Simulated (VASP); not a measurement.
**From an Ansatz input to VASP: BaTlBr3 (strained cubic perovskite)**

Ansatz input

```yaml
crystal:
  lattice:
    - [6.5408556663, 0.0, 0.0]
    - [0.0, 6.5408556663, 0.0]
    - [0.0, 0.0, 6.5408556663]
  atoms:
    - { symbol: Tl, position: [0.0, 0.0, 0.0] }
    - { symbol: Ba, position: [0.5, 0.5, 0.5] }
    - { symbol: Br, position: [0.5, 0.5, 0.0] }
    - { symbol: Br, position: [0.5, 0.0, 0.5] }
    - { symbol: Br, position: [0.0, 0.5, 0.5] }
kpoints:
  mp_grid: { grid: [4, 4, 4] }
  band_path:
    path:
      - [0.0, 0.0, 0.0]
      - [0.0, 0.5, 0.0]
      - [0.5, 0.5, 0.0]
      - [0.5, 0.5, 0.5]
      - [0.0, 0.0, 0.5]
    npoints: 1
hamiltonian:
  xc: r2scan
scf:
  occupations: { method: fixed }
  n_extra_bands: 5
output:
  forces: true
  stress: true
  eigenvalues: true
```

Q: Translate this input to VASP.

A: 

INCAR

```
LASPH = .TRUE.
LCHARG = .TRUE.
LREAL = .FALSE.
ISIF = 2
ALGO = Normal
LELF = .TRUE.
ISMEAR = 0
EDIFF = 1E-7
NBANDS = 30
LWAVE = .FALSE.
IBRION = -1
ENCUT = 520
SIGMA = 0.01
NELM = 120
NSW = 0
PREC = Accurate
METAGGA = R2SCAN
```

KPOINTS

```
KPOINTS created by Atomic Simulation Environment
0
Gamma
4 4 4
0 0 0
```

KPOINTS_OPT

```
special points
5
Reciprocal
0.0000000000 0.0000000000 0.0000000000 1
0.0000000000 0.5000000000 0.0000000000 1
0.5000000000 0.5000000000 0.0000000000 1
0.5000000000 0.5000000000 0.5000000000 1
0.0000000000 0.0000000000 0.5000000000 1
```

POSCAR

```
Tl Ba Br
 1.0000000000000000
     6.5408556662999997    0.0000000000000000    0.0000000000000000
     0.0000000000000000    6.5408556662999997    0.0000000000000000
     0.0000000000000000    0.0000000000000000    6.5408556662999997
 Tl  Ba  Br
   1   1   3
Cartesian
  0.0000000000000000  0.0000000000000000  0.0000000000000000
  3.2704278331499999  3.2704278331499999  3.2704278331499999
  3.2704278331499999  3.2704278331499999  0.0000000000000000
  3.2704278331499999  0.0000000000000000  3.2704278331499999
  0.0000000000000000  3.2704278331499999  3.2704278331499999
```

VASP ran with the recommended PBE PAW datasets (44 valence electrons in the cell). Other inputs would serve too.

|  | Ansatz | VASP |
| --- | --- | --- |
| gap between bands v and c | 3.28 eV | 3.27 eV |
| least direct gap | 3.51 eV | 3.49 eV |
| pressure | -1.7 GPa | -1.6 GPa |

Datasets and cutoffs are each program's own. VASP's cell holds 44 valence electrons and Ansatz's 44. Ansatz's stress includes a Pulay correction; VASP's doesn't.
